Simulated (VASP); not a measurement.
Data:

```xyz
8
Lattice="4.7122 2.7206 1.8844 -4.7122 2.7206 1.8844 0.0000 -5.4412 1.8844" Properties=species:S:1:pos:R:3 pbc="T T T"
Si    -3.2897    -0.8304     2.3527
Si     3.2897     0.8304     3.3004
Si     2.3640    -2.4337     2.3527
Si    -2.3640     2.4337     3.3004
Si     0.9257     3.2641     2.3527
Si    -0.9257    -3.2641     3.3004
Si     0.0000     0.0000     4.0308
Si     0.0000     0.0000     1.6223
```

These are r2SCAN meta-GGA, VASP's PBE PAW potentials (set 64) (plane waves; VASP) values and carry that method's errors. Numerical set-up: 400 eV cut-off, 6×6×6 Γ-centred mesh, tetrahedra with Blöchl corrections, potentials Si.

Task: Estimate the energy per atom (σ→0), band gap (over mesh and band path) with the smallest direct gap where there is one.

Result: 
- band gap (over mesh and band path): none (metal, semimetal or under 0.01 eV)
- energy per atom (σ→0): -8.577 eV/atom

The absolute energy has meaning only against runs of the same code, potentials and settings.

The structure comes from a computed database's Si entry (R-3); how it stands against other phases isn't given here. It was relaxed first.
